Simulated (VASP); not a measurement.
Level of theory: PBE GGA with D4 dispersion, VASP's PBE PAW potentials (set 64) (plane waves; VASP 6.6.1).

Input for VASP

INCAR:
```
! general
SYSTEM  =  C
PREC    =  Accurate
ENCUT   =  520   ! plane-wave cut-off (eV)
LREAL   =  .FALSE.
LASPH   =  .TRUE.

! electronic loop
EDIFF   =  1E-6
NELM    =  100
ALGO    =  Normal

! smearing
ISMEAR  =  0
SIGMA   =  0.05   ! width (eV)

! functional
GGA     =  PE
IVDW    =  13   ! D4

! ions
IBRION  =  2
NSW     =  60   ! most ionic steps
ISIF    =  3
EDIFFG  =  -0.02

! output
LWAVE   =  .FALSE.
LCHARG  =  .FALSE.
```

POSCAR:
```
C
1
    1.2302746682    -2.1308977390     0.0000000000
    1.2302746682     2.1308977390    -0.0000000000
    0.0000000000    -0.0000000000     6.6092294622
C
4
Direct
  0.0000000000   0.0000000000   0.2500000000
  0.0000000000   0.0000000000   0.7500000000
  0.3333330000   0.6666670000   0.2500000000
  0.6666670000   0.3333330000   0.7500000000
```

### KPOINTS
```
Regular mesh
0
Gamma
  9 9 3
0 0 0
```

POTCAR, in this order: C (PBE.64 set). Program: vasp_std.

Output

File OUTCAR:
```
 ion  position               nearest neighbor table
   1  0.000  0.000  0.250-   3 1.42   3 1.42   3 1.42
   2  0.000  0.000  0.750-   4 1.42   4 1.42   4 1.42
   3  0.333  0.667  0.250-   1 1.42   1 1.42   1 1.42
   4  0.667  0.333  0.750-   2 1.42   2 1.42   2 1.42
  LATTYP: Found a hexagonal cell.
 ALAT       =     2.4605489089
 C/A-ratio  =     2.6860792883
 Subroutine PRICEL returns:
 Original cell was already a primitive cell.
 Subroutine GETGRP returns: Found 24 space group operations
The static configuration has the point symmetry D_3d.
 The point group associated with its full space group is D_6h.
The dynamic configuration has the point symmetry D_3d.
 Subroutine INISYM returns: Found 24 space group operations
 Subroutine IBZKPT returns following result:
 Found     24 irreducible k-points:

 Following reciprocal coordinates:
            Coordinates               Weight
  0.000000  0.000000  0.000000      1.000000
  0.111111  0.000000  0.000000      6.000000
  0.222222  0.000000  0.000000      6.000000
  0.333333  0.000000  0.000000      6.000000
  0.444444  0.000000  0.000000      6.000000
...
```

File OSZICAR:
```
       N       E                     dE             d eps       ncg     rms          rms(c)
DAV:   1     0.512743947677E+02    0.51274E+02   -0.84334E+03   576   0.124E+03
DAV:   2    -0.351054482764E+02   -0.86380E+02   -0.78787E+02   804   0.230E+02
DAV:   3    -0.391466465309E+02   -0.40412E+01   -0.40053E+01   736   0.519E+01
DAV:   4    -0.392007229552E+02   -0.54076E-01   -0.53995E-01   696   0.674E+00
DAV:   5    -0.392019289129E+02   -0.12060E-02   -0.12056E-02   716   0.948E-01    0.899E+00
DAV:   6    -0.373815366281E+02    0.18204E+01   -0.17927E+00   680   0.935E+00    0.527E+00
DAV:   7    -0.368056554688E+02    0.57588E+00   -0.19672E+00   664   0.991E+00    0.142E+00
DAV:   8    -0.368128252531E+02   -0.71698E-02   -0.60595E-02   644   0.167E+00    0.103E-01
DAV:   9    -0.368127668395E+02    0.58414E-04   -0.10922E-03   744   0.280E-01    0.573E-02
DAV:  10    -0.368129392730E+02   -0.17243E-03   -0.17286E-04   696   0.116E-01    0.207E-02
DAV:  11    -0.368129480478E+02   -0.87748E-05   -0.92872E-06   732   0.266E-02    0.436E-03
DAV:  12    -0.368129487724E+02   -0.72453E-06   -0.58795E-07   500   0.720E-03
   1 F= -.37529090E+02 E0= -.37528445E+02  d E =-.375291E+02
       N       E                     dE             d eps       ncg     rms          rms(c)
DAV:   1    -0.368145252860E+02   -0.15772E-02   -0.67374E-03   660   0.859E-01    0.583E-02
DAV:   2    -0.368144860491E+02    0.39237E-04   -0.93197E-05   724   0.851E-02    0.387E-02
DAV:   3    -0.368144576627E+02    0.28386E-04   -0.27510E-05   704   0.438E-02    0.581E-03
DAV:   4    -0.368144578619E+02   -0.19927E-06   -0.90608E-07   576   0.710E-03
   2 F= -.37528905E+02 E0= -.37528260E+02  d E =0.185102E-03
       N       E                     dE             d eps       ncg     rms          rms(c)
DAV:   1    -0.368135129345E+02    0.94473E-03   -0.33639E-03   656   0.608E-01    0.411E-02
DAV:   2    -0.368134955470E+02    0.17387E-04   -0.46551E-05   724   0.600E-02    0.273E-02
DAV:   3    -0.368134854478E+02    0.10099E-04   -0.13648E-05   700   0.309E-02    0.412E-03
DAV:   4    -0.368134853262E+02    0.12158E-06   -0.42970E-07   452   0.497E-03
   3 F= -.37529129E+02 E0= -.37528483E+02  d E =-.385678E-04
```

**OUTCAR**
```
------------------------ aborting loop because EDIFF is reached ----------------------------------------
  Edisp (eV):   -0.71564
  FORCE on cell =-STRESS in cart. coord.  units (eV):
  Direction    XX          YY          ZZ          XY          YZ          ZX
  --------------------------------------------------------------------------------------
  Total       0.00332     0.00332     0.00005    -0.00000    -0.00000     0.00000
  in kB       0.15327     0.15327     0.00246    -0.00000    -0.00000     0.00000
  external pressure =        0.10 kB  Pullay stress =        0.00 kB
  volume of cell :       34.68
      direct lattice vectors                 reciprocal lattice vectors
     1.230738317 -2.131700802  0.000000000     0.406260204 -0.234554493 -0.000000000
     1.230738317  2.131700802 -0.000000000     0.406260204  0.234554493 -0.000000000
     0.000000000  0.000000000  6.609254654     0.000000000  0.000000000  0.151302991
 POSITION                                       TOTAL-FORCE (eV/Angst)
 -----------------------------------------------------------------------------------
      0.00000      0.00000      1.65231         0.000000     -0.000000      0.000000
      0.00000     -0.00000      4.95694         0.000000     -0.000000     -0.000000
      1.23074      0.71057      1.65231        -0.000000      0.000000     -0.000000
      1.23074     -0.71057      4.95694        -0.000000     -0.000000      0.000000
 -----------------------------------------------------------------------------------
    total drift:                               -0.000000     -0.000000      0.000000
  FREE ENERGIE OF THE ION-ELECTRON SYSTEM (eV)
  ---------------------------------------------------
  free  energy   TOTEN  =       -37.5291286994 eV

  energy  without entropy=      -37.5278381663  energy(sigma->0) =      -37.52848343

 reached required accuracy - stopping structural energy minimisation
```
(Selected blocks of OUTCAR.)

### CONTCAR
```
C
   1.00000000000000
     1.2307383170616004   -2.1317008018271144    0.0000000000000000
     1.2307383170616004    2.1317008018271144   -0.0000000000000000
     0.0000000000000000    0.0000000000000000    6.6092546543804609
  C
     4
Direct
     0.0000000000000000    0.0000000000000000    0.2500000000000000
     0.0000000000000000    0.0000000000000000    0.7500000000000000
     0.3333330000000032    0.6666669999999968    0.2500000000000000
     0.6666669999999968    0.3333330000000032    0.7500000000000000
```

### OUTCAR
```
 val. band max:        4.8092015864   @ k =   0.3333   0.3333   0.0000

 cond. band min:       4.8388374587   @ k =   0.3333   0.3333   0.3333


 Fermi energy:         4.8292208096

 k-point     1 :       0.0000    0.0000    0.0000
  band No.  band energies     occupation
      1     -14.8659      2.00000
      2     -14.5296      2.00000
      3      -3.7699      2.00000
      4      -1.6506      2.00000
      5       1.8222      2.00000
      6       1.8223      2.00000
      7       1.8436      2.00000
      8       1.8437      2.00000
      9       9.2373      0.00000
     10      13.1855      0.00000
     11      13.1865      0.00000
     12      13.2449      0.00000

 k-point     2 :       0.1111    0.0000    0.0000
  band No.  band energies     occupation
      1     -14.5705      2.00000
      2     -14.2400      2.00000
      3      -3.4111      2.00000
      4      -1.3167      2.00000
      5       0.6899      2.00000
      6       0.7392      2.00000
      7       1.2390      2.00000
      8       1.2768      2.00000
      9       9.5914      0.00000
     10      13.2361      0.00000
     11      13.3601      0.00000
     12      14.3995      0.00000

 k-point     3 :       0.2222    0.0000    0.0000
  band No.  band energies     occupation
      1     -13.6900      2.00000
      2     -13.3770      2.00000
      3      -2.3492      2.00000
      4      -1.8913      2.00000
      5      -1.7916      2.00000
      6      -0.3384      2.00000
      7       0.0724      2.00000
      8       0.1252      2.00000
      9      10.6534      0.00000
     10      12.5812      0.00000
     11      12.9307      0.00000
     12      13.2144      0.00000

 k-point     4 :       0.3333    0.0000    0.0000
  band No.  band energies     occupation
      1     -12.2458      2.00000
      2     -11.9615      2.00000
      3      -4.8552      2.00000
      4      -4.7038      2.00000
      5      -0.9543      2.00000
      6      -0.8941      2.00000
...
```

The compound is C in the graphite structure. This run relaxes it. Symmetry was kept, so distortions that lower it aren't found. The k-mesh is coarse (spacing up to 0.33 per Å, 2π included), so the numbers may not be converged in it. The start is the result of an earlier pass.
